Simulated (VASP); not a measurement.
A convergence study with VASP on MgB$_{2}$ (AlB2 type): one setting is varied, all else stays as given below, so the limit is that of these other settings.

```yaml
crystal:
  lattice:
    - [1.54500, -2.67602, 0.00000]
    - [1.54500, 2.67602, 0.00000]
    - [0.00000, 0.00000, 3.52000]
  atoms:
    - { symbol: Mg, position: [0.00000, 0.00000, 0.00000] }
    - { symbol: B, position: [0.33333, 0.66667, 0.50000] }
    - { symbol: B, position: [0.66667, 0.33333, 0.50000] }
```

All values below come from PBE GGA, VASP's PBE PAW potentials (set 64) (plane waves; VASP). The tightest run used: 700 eV cut-off, 21×21×16 Γ-centred mesh, first-order Methfessel-Paxton smearing of 0.10 eV, potentials Mg B.

**Question.** The settings run are 1×1×1 mesh; 2×2×2 mesh; 3×3×2 mesh; 4×4×3 mesh; 5×5×4 mesh; 6×6×5 mesh; 7×7×5 mesh; 8×8×6 mesh; 9×9×7 mesh; 10×10×8 mesh; 11×11×8 mesh; 12×12×9 mesh; 13×13×10 mesh; 14×14×11 mesh; 15×15×12 mesh; 16×16×12 mesh; 17×17×13 mesh; 18×18×14 mesh; 19×19×15 mesh; 20×20×15 mesh; 21×21×16 mesh. From which on does the stress (every component) stay within 0.5 GPa of the tightest run?

**Answer.** From 16×16×12 mesh on: it is off by 0.10 there and by no more than 0.5 in any finer run, while 15×15×12 mesh is off by 0.55.
```
setting        E (eV/atom)  pressure (GPa)  irreducible k-points  difference judged (GPa)
-------------  -----------  --------------  --------------------  -----------------------
1×1×1 mesh         -1.5692           25.62                     1                    30.67
2×2×2 mesh         -4.6473           -1.19                     4                     2.02
3×3×2 mesh         -4.9430           -1.25                     6                     1.64
4×4×3 mesh         -5.0633           -1.97                     8                     8.56
5×5×4 mesh         -5.1102           -2.00                    15                     0.39
6×6×5 mesh         -5.1027           -1.54                    21                     5.28
7×7×5 mesh         -5.1180           -1.88                    24                     0.65
8×8×6 mesh         -5.1046           -1.60                    40                     1.51
9×9×7 mesh         -5.1087           -1.66                    48                     0.88
10×10×8 mesh       -5.1078           -1.57                    70                     0.91
11×11×8 mesh       -5.1099           -1.81                    80                     0.59
12×12×9 mesh       -5.1094           -1.74                    95                     0.45
13×13×10 mesh      -5.1076           -1.80                   126                     0.71
14×14×11 mesh      -5.1078           -1.74                   144                     0.41
15×15×12 mesh      -5.1078           -1.75                   189                     0.55
16×16×12 mesh      -5.1083           -1.76                   210                     0.10
17×17×13 mesh      -5.1083           -1.74                   231                     0.14
18×18×14 mesh      -5.1085           -1.74                   296                     0.21
19×19×15 mesh      -5.1083           -1.72                   320                     0.04
20×20×15 mesh      -5.1082           -1.74                   352                     0.16
21×21×16 mesh      -5.1080           -1.74                   432                     0.00
```

Left out are rungs that failed or repeat a setting and relaxations that didn't move; long series are thinned to 24 rows.

The compound is MgB2 in the AlB2 type structure. The cell was not relaxed at this level.
